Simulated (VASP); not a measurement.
Given:

```
CsPbBr3
1.0
    5.92752     0.00000     0.00000
    0.00000     5.92752     0.00000
    0.00000     0.00000     5.92752
Cs Pb Br
1 1 3
Direct
  0.00000   0.00000   0.00000
  0.50000   0.50000   0.50000
  0.50000   0.00000   0.50000
  0.00000   0.50000   0.50000
  0.50000   0.50000   0.00000
```

The numbers are results of PBE GGA with D4 dispersion, VASP's PBE PAW potentials (set 64) (plane waves; VASP), not measurements. Settings: 520 eV cut-off, 4×4×4 Γ-centred mesh, tetrahedra with Blöchl corrections, potentials Cs_sv Pb_d Br.

Unless said otherwise, spin-orbit coupling is left out, though it shifts the bands of the heavy elements here.

Q: Predict the energy per atom (σ→0), band gap (on the k-mesh) with the smallest direct gap where there is one.

A: 
The band gap (on the k-mesh) comes out as 1.64 eV, the smallest direct gap (on the k-mesh) comes out as 1.64 eV and the energy per atom (σ→0) is -3.383 eV/atom.

The absolute energy has meaning only against runs of the same code, potentials and settings.

The compound is CsPbBr3 in the cubic perovskite structure, the ideal cubic form; the compound distorts at low or room temperature. It was relaxed first.
